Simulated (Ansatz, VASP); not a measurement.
## Al2Si: VASP beside Ansatz

```
CELL_PARAMETERS angstrom
2.99430 0.00000 0.00000
0.00000 2.99430 0.00000
0.00000 0.00000 8.91879
ATOMIC_POSITIONS crystal
Al 0.00000 0.00000 0.82617
Al 0.00000 0.00000 0.17383
Al 0.00000 0.00000 0.50000
Al 0.50000 0.50000 0.00000
Si 0.50000 0.50000 0.33195
Si 0.50000 0.50000 0.66805
```

Change from the starting cell: species swapped into the Fe2Si type (P4/mmm, No. 123).

Alike in both runs: task relaxation of cell and atoms; functional PBE; k mesh 6 × 6 × 2; occupations gaussian, width 0.1 eV; no spin polarisation.

|  | VASP | Ansatz |
| --- | --- | --- |
| version | VASP 6.6.1 | Ansatz 0.2.0 |
| potentials or method | VASP PAW PBE potentials, release 64 (Al, Si) | scalar-relativistic, plane waves, PAW |
| plane-wave cutoff (eV) | 600 | 420 |
| valence electrons in the cell | 20 | 20 |

|  | VASP | Ansatz | Ansatz less VASP |
| --- | --- | --- | --- |
| gap on the k mesh at the Fermi level, each at its own relaxed structure (eV) | none | none | - |
| relaxed volume (Å³/atom) | 16.15 | 16.17 | +0.020 |
| relaxed cell length with the largest relative difference (Å) | 9.823 | 9.838 | +0.0152 |
| energy change over the relaxation (meV/atom) | -175 | -178 | -3.0 |

A gap of «none» marks a metal or a gap that the smearing closes.

Caveats: the volume moved by over 15 % at a fixed basis, so the end points are rough (VASP); the bands computed are all filled at some k points, so no gap is given.
